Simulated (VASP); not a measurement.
Data:

```xyz
4
Lattice="3.3812 0.0000 0.0000 0.0000 3.3812 0.0000 0.0000 0.0000 3.3812" Properties=species:S:1:pos:R:3 pbc="T T T"
Si     0.0000     0.0000     0.0000
Ni     0.0000     1.6906     1.6906
Ni     1.6906     0.0000     1.6906
Ni     1.6906     1.6906     0.0000
```

The numbers are results of PBEsol GGA, VASP's PBE PAW potentials (set 64) (plane waves; VASP 6.6.1), not measurements. Numerical set-up: 500 eV cut-off, 9×9×9 Γ-centred mesh, first-order Methfessel-Paxton smearing of 0.10 eV, potentials Si Ni.

Energy and stress use the plane-wave basis of the starting cell.

Question: The ions, cell shape and volume at an external pressure of 30.0 GPa are relaxed. What does this cell relax into?

Answer: 
```xyz
4
Lattice="3.3493 0.0000 0.0000 0.0000 3.3493 0.0000 0.0000 0.0000 3.3493" Properties=species:S:1:pos:R:3 pbc="T T T"
Si     0.0000     0.0000     0.0000
Ni     0.0000     1.6746     1.6746
Ni     1.6746     0.0000     1.6746
Ni     1.6746     1.6746     0.0000
```
Space group Pm-3m (221), at a tolerance of 0.03 Å.

Question: How do energy and volume change from the first to the last step?

Answer: The energy (σ→0) changes by +41.8 meV/atom and the volume by -2.8 %, in 3 ionic steps.

The compound is Ni3Si in the L1_2 structure. This run relaxes it under an external pressure of 30 GPa. Symmetry was kept, so distortions that lower it aren't found. The run is not spin-polarised, so no magnetic state was tried.
